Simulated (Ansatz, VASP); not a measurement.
## C in two plane-wave programs

Wanted: the spread between two codes on one cell, functional and k mesh.

Main program and level: Ansatz 0.2.0; plane waves, with VASP 6.6.1 beside it; relaxation of cell and atoms at r2SCAN.

**1. Set-up**

The structure is cubic, space group Fd-3m (No. 227). The conventional cell has a = 3.567 Å, b = 3.567 Å, c = 3.567 Å, α = 90.00°, β = 90.00°, γ = 90.00°. C has 4 C at 1.54 Å nearest.

**2. Ansatz: relaxation of cell and atoms, r2SCAN**

Ansatz runs on its default PAW (the set named soft_2) files.

The relaxed volume is the usual yardstick between codes: its relative difference is about their pressure difference at one cell divided by the bulk modulus.

File input.yaml:

```yaml
crystal:
  lattice:
    - [0.0, 1.783318, 1.783318]
    - [1.783318, 0.0, 1.783318]
    - [1.783318, 1.783318, 0.0]
  atoms:
    - { symbol: C, position: [0.75, 0.75, 0.75] }
    - { symbol: C, position: [0.5, 0.5, 0.5] }
hamiltonian:
  xc: r2scan
  pseudopotentials: { kind: paw }
kpoints:
  mp_grid: { grid: [11, 11, 11] }
scf:
  occupations: { method: fermi_dirac, width: 0.05 }
relax:
  f_tol: 0.01
  max_steps: 60
  cell: { stress_tol: 0.05 }
output:
  forces: true
  stress: true
```

Command:

```sh
> ansatz run input.yaml --threads 4 --pin off --max-ram 9216MiB --backend cpu --events-out ev --progress --plain --runs-dir out
```

Numbers of over 12 decimals in the logs are rounded to 6 here.

What it wrote:

```text
Engine: ansatz 0.2.0, aarch64-unknown-linux-gnu
Pseudopotentials: kind: paw
Pseudopotential: C, paw, valence charge 4, recommended cutoff 500 eV (meta_gga), C.paw.azcp
Functional definition: r2SCAN
  parameter k0 = 0.174
  parameter k1 = 0.065
  parameter a1 = 4.9479
  exchange = r2scan_x(k0 = k0, k1 = k1, a1 = a1)
  correlation = r2scan_c
Crystal: 2 atoms, lattice volume = 11.343 Å³
Basis set: ecut = 500 eV, 283 PW (Γ), exchange–correlation on 80×80×80 points (64 copies of the dense FFT grid, shifted against one another)
Bands: 8, of which v1, the nominal top of the filled ones, is band 4 counted from 1 (3 counted from 0)
Symmetry: 48 space group operations
Space group: Fd-3m (ITA 227), of the structure as read, at distance tolerance 2.2e-5 Å
k-points: 56 of 1331
Non-local potential: C, projectors of the file, l = 0: 2, l = 1: 2, l = 2: 1
PAW form: soft (Blöchl's): semilocal exchange-correlation on the pseudo side does not see the compensation charge
PAW frozen core: C, regenerated for the run's functional (the file was generated under x = pbe(κ = 0.804, μ = 0.219515), c = pbe(β = 0.066725))
PAW one-centre angular grid: C, 302 points (default); XC on 239 of its mesh's 2573 points in the sphere
Initial density: superposition of atomic densities (neutral atoms: chi_scale 0, normalization atom), corrected by the library's trained network
Initial wavefunctions: pseudopotential atomic-orbital guess
Functional: x = r2scan, c = r2scan; τ floored in thin density (d = 2e-4 eV/Å³)
SCF iter   1: F=—  HF=-503.055275 eV  |F-HF|=—  |Δ(HF+E_count)|=         —  Δρ=8.85e-3  dr2=2.39e-3  dr2_τ=3.81e-1  ethr=1.77e-3  ⟨swp⟩=5.1  Hψ=3005  notcnv=0
preconditioner: auto → none  [insulator: Δε(μ)=4.290 eV  Ē_g=20.786 eV  σ=0.050 eV  W_gap=1.00  n_scr=0 (ndim 8)  ℏωp=31.2 eV  f_vac=0.000  D(μ)=0.00/eV (n_scr^D=0)  ε∞_Penn≈3.3]
SCF iter   2: F=—  HF=-503.110999 eV  |F-HF|=—  |Δ(HF+E_count)|=   5.57e-2  Δρ=5.57e-3  dr2=9.73e-4  dr2_τ=5.74e-5  ethr=2.98e-5  ⟨swp⟩=2.0  Hψ=1344  notcnv=0
SCF iter   3: F=—  HF=-503.111025 eV  |F-HF|=—  |Δ(HF+E_count)|=   2.57e-5  Δρ=1.86e-3  dr2=1.17e-4  dr2_τ=1.62e-5  ethr=1.22e-5  ⟨swp⟩=2.0  Hψ=638  notcnv=0
SCF iter   4: F=—  HF=-503.111058 eV  |F-HF|=—  |Δ(HF+E_count)|=   3.35e-5  Δρ=3.82e-4  dr2=4.92e-6  dr2_τ=3.17e-7  ethr=1.46e-6  ⟨swp⟩=1.4  Hψ=506  notcnv=0
SCF iter   5: F=—  HF=-503.111059 eV  |F-HF|=—  |Δ(HF+E_count)|=   3.51e-7  Δρ=9.11e-5  dr2=2.83e-7  dr2_τ=3.10e-8  ethr=6.15e-8  ⟨swp⟩=1.6  Hψ=537  notcnv=0
SCF iter   6: F=-503.111059 eV  HF=-503.111059 eV  |F-HF|=7.96e-10  |Δ(HF+E_count)|=   1.69e-7  Δρ=5.40e-6  dr2=9.45e-10  dr2_τ=1.37e-10  ethr=1.25e-9  ⟨swp⟩=4.1  Hψ=1351  notcnv=0
SCF 1 converged in 6 iterations: F = -503.111059 eV  dr2 = 9.45e-10
  greatest PAW one-centre occupation: 0.658 electrons in one spin orbital (limit 2), on the C atom at site 1 (counted from 0), in its partial waves of l = 0
relax step   1: F+E_penalty+E_count = -503.11105891 eV  Δ(F+E_penalty+E_count) = +0.000e0 eV  max|allowed force component| = 3.701e-17 eV/Å  Δτ_max = 0.0000 Å  P = -2.383 GPa  Ω = 11.343 Å³  (6 SCF iters, dr2 threshold 1.00e-7 eV, accepted)
[...]
relax step   2: F+E_penalty+E_count = -503.11145985 eV  Δ(F+E_penalty+E_count) = -4.009e-4 eV  max|allowed force component| = 1.480e-16 eV/Å  Δτ_max = 0.0000 Å  P = -0.927 GPa  Ω = 11.306 Å³  energy of the carried Pulay correction = +1.742e-5 eV  (3 SCF iters, dr2 threshold 2.00e-7 eV, accepted)
[...]
relax step   3: F+E_penalty+E_count = -503.11153913 eV  Δ(F+E_penalty+E_count) = -7.928e-5 eV  max|allowed force component| = 2.220e-16 eV/Å  Δτ_max = 0.0000 Å  P = +0.003 GPa  Ω = 11.282 Å³  energy of the carried Pulay correction = +2.849e-5 eV  (3 SCF iters, dr2 threshold 2.00e-7 eV, accepted)
[...]
relax step   4: F+E_penalty+E_count = -503.11150551 eV  Δ(F+E_penalty+E_count) = +3.362e-5 eV  max|allowed force component| = 4.071e-16 eV/Å  Δτ_max = 0.0000 Å  P = +0.006 GPa  Ω = 11.282 Å³  stress off target by 6.12e-3 GPa  SCF on the basis re-selected at this cell (its energy is not comparable with the rows above)  (3 SCF iters)
basis re-selected at this cell: Δ(F+E_penalty+E_count) = +3.362e-5 eV, ΔP = +0.003 GPa vs the last step (what re-selecting the basis moved, of the pressure what is left beyond the Pulay correction that the steps carried, after the strain that the cell walked since its last selection, with what the two solves' SCF thresholds leave and, on support functions, any second-order correction that the steps lacked; it is no m [...]
SCF converged after 3 iterations
Free energy (F): -503.111506 eV
Harris-Foulkes:  -503.111506 eV  (|F-HF|=4.22e-11)
Internal energy: -503.111506 eV  (E = F + TS)
E sigma→0 (E₀):  -503.111506 eV
Fermi energy:    15.549956 eV
--- Per-component energies (eV) ---
  E_band       = 30.778766
  E_kinetic    = 184.519474
  E_local      = -120.752079  (includes V_loc(G=0)·N_el)
  E_nonlocal   = 52.587041
  E_hartree    = 26.605685
  E_xc         = -95.961520
  E_vxc        = -132.608677  (∫ρ·V_xc dr)
  E_paw        = -201.467984  (= ΣΔE_a)
  E_vpaw       = -13.175471  (= ΣTr[D̂ρ^β])
  E_aug_tail   = 0.000008  (compensation charges beyond the density's cutoff)
  E_vtau       = 6.997115  (kinetic-family band-sum trace: ∫τ·v_τ [+ j·A + Jᵃ·Aᵃ] dr)
  E_ewald      = -348.592582
  E_core_change = -0.049547  (= ΣΔE_core)
  E_smearing   = -0.000000  (= −TS)
  E_closure    = -0.000000  (closes the sum)
  Σ components = -503.111506   (vs F -503.111506, Δ=0.00e0)
--- Forces (eV/Å), atoms counted from 1 ---
  atom   1  C      0.00000000     0.00000000     0.00000000
  atom   2  C     -0.00000000    -0.00000000    -0.00000000
  max |Σ_I F_I| component: 7.40e-17 eV/Å
--- Stress (GPa, compression-positive) ---
        0.006122       0.000000       0.000000
        0.000000       0.006122      -0.000000
        0.000000      -0.000000       0.006122
  P = ⅓ Tr σ = 0.0061 GPa (0.061 kbar)
--- Relaxed structure (3 steps of the walk, 3 accepted, 1 SCFs on fresh bases) ---
  F+E_penalty+E_count = -503.11150551 eV   max|allowed force component| = 4.071e-16 eV/Å   (the final SCF, on the basis selected at the relaxed cell)
  cell:  # Å, volume = 11.2822 Å³
    - [0, 1.780141, 1.780141]
    - [1.780141, 0, 1.780141]
    - [1.780141, 1.780141, 0]
  atoms:
    - { symbol: C, position: [0.750000, 0.750000, 0.750000] }
    - { symbol: C, position: [0.500000, 0.500000, 0.500000] }
```

Wall time 1.2 s (4 threads of Arm Neoverse V1, shared host); peak memory 0.29 GiB.

**3. VASP: relaxation of cell and atoms, r2SCAN**

The same cell, functional, mesh and smearing now go to VASP, with its own data sets and cutoff.

Lines of VASP's logs that name or quote its potential files are left out, and so is its time.

File INCAR:

```
SYSTEM = C
PREC = Accurate
ENCUT = 560
EDIFF = 1E-06
NELM = 100
ISMEAR = -1
SIGMA = 0.05
LREAL = .FALSE.
ALGO = Normal
METAGGA = R2SCAN
LASPH = .TRUE.
NBANDS = 10
LORBIT = 11
LWAVE = .FALSE.
LCHARG = .FALSE.
KPAR = 2
IBRION = 2
NSW = 60
ISIF = 3
EDIFFG = -0.01
```

File POSCAR:

```
C
1.0
    0.0000000000      1.7833180000      1.7833180000
    1.7833180000      0.0000000000      1.7833180000
    1.7833180000      1.7833180000      0.0000000000
C
2
Direct
    0.7500000000      0.7500000000      0.7500000000
    0.5000000000      0.5000000000      0.5000000000
```

File KPOINTS:

```
Automatic mesh
0
Gamma
11 11 11
0 0 0
```

Potentials, in the order of the species: C (PBE family, release 64).

Command:

```sh
> mpirun -np 2 vasp_std
```

What it wrote:

```text
[banner, memory and clock lines left out]
running    2 mpi-ranks, on    1 nodes
 distrk:  each k-point on    1 cores,    2 groups
 distr:  one band on    1 cores,    1 groups

 POSCAR found type information on POSCAR C
 POSCAR found :  1 types and       2 ions
|                                                                             |
|               ----> ADVICE to this user running VASP <----                  |
|                                                                             |
|     You enforced a specific xc type in the INCAR file but a different       |
|     [... a line on the potential file left out ...]
|     I HOPE YOU KNOW WHAT YOU ARE DOING!                                     |
|                                                                             |

 LDA part: xc-table for (None), standard interpolation
 POSCAR, INCAR and KPOINTS ok, starting setup
 FFT: planning ... GRIDC
 FFT: planning ... GRID_SOFT
 FFT: planning ... GRID
 WAVECAR not read
 entering main loop
       N       E                     dE             d eps       ncg     rms          rms(c)
DAV:   1     0.459420748460E-01    0.45942E-01   -0.52409E+03  1160   0.840E+02
DAV:   2    -0.216090078008E+02   -0.21655E+02   -0.20956E+02  1554   0.140E+02
DAV:   3    -0.219469045899E+02   -0.33790E+00   -0.33736E+00  1334   0.142E+01
DAV:   4    -0.219475564236E+02   -0.65183E-03   -0.65180E-03  1198   0.680E-01
DAV:   5    -0.219475572730E+02   -0.84945E-06   -0.84941E-06  1276   0.241E-02    0.511E+00
DAV:   6    -0.197555864095E+02    0.21920E+01   -0.26438E-01  1232   0.407E+00    0.381E+00
DAV:   7    -0.196586816378E+02    0.96905E-01   -0.25806E-01  1214   0.392E+00    0.757E-01
DAV:   8    -0.196595638131E+02   -0.88218E-03   -0.36433E-03  1250   0.573E-01    0.397E-01
DAV:   9    -0.196599196641E+02   -0.35585E-03   -0.15669E-04  1180   0.159E-01    0.121E-02
DAV:  10    -0.196599199891E+02   -0.32507E-06   -0.28507E-06  1352   0.148E-02
   1 F= -.19659920E+02 E0= -.19659920E+02  d E =-.196599E+02
 curvature:   0.00 expect dE= 0.000E+00 dE for cont linesearch  0.000E+00
 trial: gam= 0.00000 g(F)=  0.946E-47 g(S)=  0.100E-02 ort = 0.000E+00 (trialstep = 0.100E+01)
 search vector abs. value=  0.100E-02
 bond charge predicted
       N       E                     dE             d eps       ncg     rms          rms(c)
DAV:   1    -0.196596916380E+02    0.22803E-03   -0.18322E-02  1206   0.120E+00    0.109E-01
DAV:   2    -0.196598478421E+02   -0.15620E-03   -0.35695E-04  1164   0.175E-01    0.720E-02
DAV:   3    -0.196598105797E+02    0.37262E-04   -0.74795E-05  1188   0.681E-02    0.757E-03
DAV:   4    -0.196598116846E+02   -0.11049E-05   -0.12249E-06  1156   0.112E-02    0.255E-03
DAV:   5    -0.196598120845E+02   -0.39990E-06   -0.51165E-08   574   0.253E-03
   2 F= -.19659812E+02 E0= -.19659812E+02  d E =0.107905E-03
 trial-energy change:    0.000108  1 .order    0.000131   -0.001004    0.001267
 step:   0.4576(harm=  0.4421)  dis= 0.00000  next Energy=   -19.660152 (dE=-0.232E-03)
 bond charge predicted
       N       E                     dE             d eps       ncg     rms          rms(c)
DAV:   1    -0.196601228707E+02   -0.31119E-03   -0.53223E-03  1198   0.645E-01    0.592E-02
DAV:   2    -0.196601714333E+02   -0.48563E-04   -0.10525E-04  1166   0.948E-02    0.390E-02
DAV:   3    -0.196601567168E+02    0.14716E-04   -0.21603E-05  1182   0.366E-02    0.416E-03
DAV:   4    -0.196601564187E+02    0.29811E-06   -0.35328E-07   690   0.609E-03
   3 F= -.19660156E+02 E0= -.19660156E+02  d E =-.236430E-03
 curvature:  -0.22 expect dE=-0.198E-07 dE for cont linesearch -0.198E-07
 trial: gam= 0.00000 g(F)=  0.385E-47 g(S)=  0.898E-07 ort =-0.949E-05 (trialstep = 0.892E+00)
 search vector abs. value=  0.899E-07
 reached required accuracy - stopping structural energy minimisation
```

OUTCAR, selected parts (step 3):

```text
ion  position               nearest neighbor table
   1  0.750  0.750  0.750-   2 1.54   2 1.54   2 1.54   2 1.54
   2  0.500  0.500  0.500-   1 1.54   1 1.54   1 1.54   1 1.54

  LATTYP: Found a face centered cubic cell.
 ALAT       =     3.5666360000

 Subroutine GETGRP returns: Found 48 space group operations
 (whereof 24 operations were pure point group operations)

The static configuration has the point symmetry T_d .
 The point group associated with its full space group is O_h .

 Found     56 irreducible k-points:

   k-points           NKPTS =     56   k-points in BZ     NKDIM =     56   number of bands    NBANDS=     10

   dimension x,y,z NGX =    20 NGY =   20 NGZ =   20
   dimension x,y,z NGXF=    40 NGYF=   40 NGZF=   40

   ENCUT  =  560.0 eV  41.16 Ry    6.42 a.u.   4.87  4.87  4.87*2*pi/ulx,y,z

   NELECT =       8.0000    total number of electrons

 k-points in reciprocal lattice and weights: Automatic mesh
   0.00000000  0.00000000  0.00000000       0.001
   0.09090909  0.00000000  0.00000000       0.006
   0.18181818  0.00000000  0.00000000       0.006
   0.27272727  0.00000000  0.00000000       0.006
   0.36363636  0.00000000  0.00000000       0.006
   0.45454545  0.00000000  0.00000000       0.006
   0.09090909  0.09090909  0.00000000       0.005
   0.18181818  0.09090909  0.00000000       0.018
   0.27272727  0.09090909  0.00000000       0.018
[...]
-0.36363636  0.45454545  0.18181818       0.018
  -0.27272727  0.45454545  0.18181818       0.018

 average (electrostatic) potential at core
       1 -47.3865       2 -47.3865

 E-fermi :  10.8238

 k-point     1 :       0.0000    0.0000    0.0000
  band No.  band energies     occupation
      1     -12.9801      2.00000
      2       9.7703      2.00000
      3       9.7703      2.00000
      4       9.7703      2.00000
      5      15.6168      0.00000
      6      15.6168      0.00000
      7      15.6168      0.00000
      8      23.6838      0.00000
      9      30.2198      0.00000
    ...

 k-point     2 :       0.0909    0.0000    0.0000
  band No.  band energies     occupation
      1     -12.7405      2.00000
      2       8.2361      2.00000
      3       9.3652      2.00000
      4       9.3652      2.00000
      5      16.1485      0.00000
      6      16.1485      0.00000
      7      16.5000      0.00000
      8      23.9223      0.00000
      9      30.6239      0.00000
    ...

 k-point     3 :       0.1818    0.0000    0.0000
  band No.  band energies     occupation
      1     -12.0252      2.00000
      2       5.2107      2.00000
      3       8.5283      2.00000
      4       8.5283      2.00000
      5      17.2408      0.00000
      6      17.2408      0.00000
      7      17.7055      0.00000
      8      24.5990      0.00000
      9      31.3977      0.00000
    ...

  Total        0.0011137      0.0011137      0.0011137     -0.0000000     -0.0000000     -0.0000000
  in kB        0.1579306      0.1579306      0.1579306     -0.0000000     -0.0000000     -0.0000000
  external PRESSURE =       0.1579306 kB  Pullay stress =       0.0000000 kB

  energy-cutoff  :      560.00
  volume of cell :       11.30
      direct lattice vectors                 reciprocal lattice vectors
     0.000000000  1.780999409  1.780999409    -0.280741250  0.280741250  0.280741250
     1.780999409  0.000000000  1.780999409     0.280741250 -0.280741250  0.280741250
     1.780999409  1.780999409  0.000000000     0.280741250  0.280741250 -0.280741250

 POSITION                                       TOTAL-FORCE (eV/Angst)
 -----------------------------------------------------------------------------------
      2.67150      2.67150      2.67150        -0.000000     -0.000000     -0.000000
      1.78100      1.78100      1.78100         0.000000      0.000000      0.000000
 -----------------------------------------------------------------------------------
    total drift:                                0.000000     -0.000000      0.000000

  FREE ENERGIE OF THE ION-ELECTRON SYSTEM (eV)
  ---------------------------------------------------
  free  energy   TOTEN  =       -19.6601564187 eV

  energy  without entropy=      -19.6601564187  energy(sigma->0) =      -19.66015642

 reached required accuracy - stopping structural energy minimisation

 total charge
# of ion       s       p       d       tot
------------------------------------------
    1        0.845   1.743   0.000   2.588
    2        0.845   1.743   0.000   2.588
--------------------------------------------------
tot          1.690   3.486   0.000   5.175

[... 3 further parts left out ...]
```

**4. Side by side**

Known differences besides the potentials themselves: VASP keeps PBE cores, Ansatz makes them for the functional; both relaxations stop at a tolerance, which leaves soft axes loose, and VASP keeps its plane-wave basis; the cutoff is 500 eV in Ansatz and 560 eV in VASP; Ansatz adds a Pulay correction to the stress that steers its cell, VASP none. Total energies have different zeros and are not compared.

The two programs side by side:

| quantity | Ansatz | VASP | difference |
| --- | --- | --- | --- |
| volume (Å³) | 11.28 | 11.30 | -0.14 % |
| edge a after relaxation, in the typed setting (Å) | 2.518 | 2.519 | -0.05 % |

The walks stopped with 0.01 GPa left in Ansatz and 0.02 GPa in VASP; each walk ends within a tolerance, so the volume difference is uncertain by about these residues over the bulk modulus, most in soft cells.

**5. Results**

```json
{"difference in volume (relaxation of cell and atoms, r2SCAN)": "-0.14 %"}
```

The difference in volume is -0.14 % (relaxation of cell and atoms, r2SCAN), within the 1.2 % picked in this series as the mark of a large difference, as far as the stopping tolerances let one tell. How closely two codes agree says nothing of how well the functional describes the real material.

[Lines on the potential files, build, host, timing and source positions are cut from VASP's logs without a mark.]

[Logs are printed without paths, hosts, clocks, repeated set-up lines and the standing remarks that a program may print on its own settings, such as how far it seeks lower states.]

[Hosts, paths, dates, database ids (printed as entryN), source tags and the programs' standing remarks are cut or masked in the printed files.]
